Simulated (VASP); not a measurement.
Input of a VASP 6.6.1 run:

File INCAR:

```
PREC     = Accurate       # precision mode
ENCUT    = 520            # plane-wave cutoff, eV
EDIFF    = 1E-7           # SCF threshold, eV
ISMEAR   = 0              # smearing method
SIGMA    = 0.1            # smearing width, eV
LREAL    = F              # projectors in reciprocal space
LASPH    = T              # aspherical terms in the spheres
NELM     = 80             # most SCF steps
ALGO     = Fast           # electronic algorithm
ISIF     = 2              # what is computed and relaxed
LWAVE    = F              # write WAVECAR
LCHARG   = F              # write CHGCAR
GGA      = PE             # functional
NBANDS   = 12             # bands
```

Contents of KPOINTS:

```
regular mesh
0
Gamma
  14 14 14
```

Contents of POSCAR:

```
Ta
1.0
   -1.6512800000      1.6512800000      1.6512800000
    1.6512800000     -1.6512800000      1.6512800000
    1.6512800000      1.6512800000     -1.6512800000
Ta
1
Direct
    0.0000000000      0.0000000000      0.0000000000
```

Potentials or basis: VASP PAW PBE potentials, release 64 (Ta_pv).

Command:

```bash
$ cat potpaw_PBE.64/Ta_pv/POTCAR > POTCAR
$ mpirun -np 1 vasp_std > vasp.out
```

Question: Predict the pressure.

Answer: 3.1 GPa.

Question: What does it give for the band gap on the k mesh?

Answer: None (metal or under the smearing width).

Spin-orbit coupling is left out, which matters for the levels of Ta.
